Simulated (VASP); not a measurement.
# InHF₂: convergence, molecular dynamics at constant energy

InHF₂, molecule in box, 4 atoms in the cell. PBE, molecular dynamics; PAW potentials F, In_d, H (PBE set). VASP 6.6.1.

Wanted: spread of the conserved energy within 1 meV/atom.

Ensemble: NVE; Starting temperature (K): 600; Hydrogen mass (amu): natural.

POSCAR:
```
InHF2
1.0
   13.0000000000      0.0000000000      0.0000000000
    0.0000000000     12.0000000000      0.0000000000
    0.0000000000      0.0000000000     11.0000000000
F In H
2 1 1
Direct
    0.3842653800      0.4254041700      0.5329545500
    0.6177346200      0.3974125000      0.5847272700
    0.5179653800      0.4906208300      0.5029454500
    0.5427038500      0.6060875000      0.4214545500
```

## Time step (fs)

| Time step (fs) | Spread of the conserved energy (meV/atom) | Time (s) |
|---|---|---|
| 3 | 2.4 | 50 |
| 2 | 0.9 | 55 |
| 1.5 | 0.5 | 64 |
| 1 | 0.3 | 76 |
| 0.75 | 0.2 | 108 |
| 0.5 | 0.1 | 166 |
| 0.25 (reference) | 0.0 | 259 |

Chosen: 2, the loosest value from which every tighter one stays within the tolerance.

## All choices together

| Input | Spread of the conserved energy (meV/atom) | Time (s) |
|---|---|---|
| chosen settings | 0.9 | 55 |
| reference settings throughout | 0.0 | 259 |

The tolerance is met.

## The input

INCAR:
```
SYSTEM = InHF2
GGA = PE
PREC = Normal
ENCUT = 400
EDIFF = 1E-6
NELMIN = 4
NELM = 60
ALGO = Normal
LREAL = Auto
LASPH = .TRUE.
ISMEAR = 0
SIGMA = 0.05
ISYM = 0
LWAVE = .FALSE.
LCHARG = .FALSE.
IBRION = 0
NSW = 20
POTIM = 2.0
TEBEG = 600
MDALGO = 1
ANDERSEN_PROB = 0.0
ISIF = 0
RANDOM_SEED = 478713 0 0
NCORE = 4
```

KPOINTS:
```
k-points
0
Gamma
  1 1 1
```

Commands:
```
cat potpaw_PBE.64/F/POTCAR potpaw_PBE.64/In_d/POTCAR potpaw_PBE.64/H/POTCAR > POTCAR
mpirun -np 4 vasp_gam > vasp.out
```

Limits: 40 fs of 4 atoms are too short for converged averages; so short a run can't show a slow drift of the energy.

The chosen input took VASP 6.6.1 55 s on 4 cores (Intel Xeon 6975P-C (Granite Rapids)), a shared host.

## An input that fails: time step far too long

It gives no converged result.

Changes against the starting input:
```
- NSW = 80
- POTIM = 0.5
+ NSW = 20
+ POTIM = 5
```
